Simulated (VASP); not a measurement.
```yaml
crystal:
  lattice:
    - [0.00000, 3.50635, 3.50635]
    - [3.50635, 0.00000, 3.50635]
    - [3.50635, 3.50635, 0.00000]
  atoms:
    - { symbol: Ba, position: [0.00000, 0.00000, 0.00000] }
    - { symbol: Te, position: [0.50000, 0.50000, 0.50000] }
```

Computed with AM05 GGA, VASP's PBE PAW potentials (set 64) (plane waves; VASP). Settings: 520 eV cut-off, Gaussian smearing of 0.050 eV, potentials Ba_sv Te.

Unless said otherwise, spin-orbit coupling is left out, though it shifts the bands of the heavy elements here.

Q: Estimate the band gap (along the path) with the smallest direct gap where there is one.

A: 
```json
{
  "band gap (along the path)": "1.52 eV",
  "smallest direct gap (along the path)": "1.91 eV"
}
```

The absolute energy has meaning only against runs of the same code, potentials and settings.

The compound is BaTe in the rock salt structure. It was relaxed first.
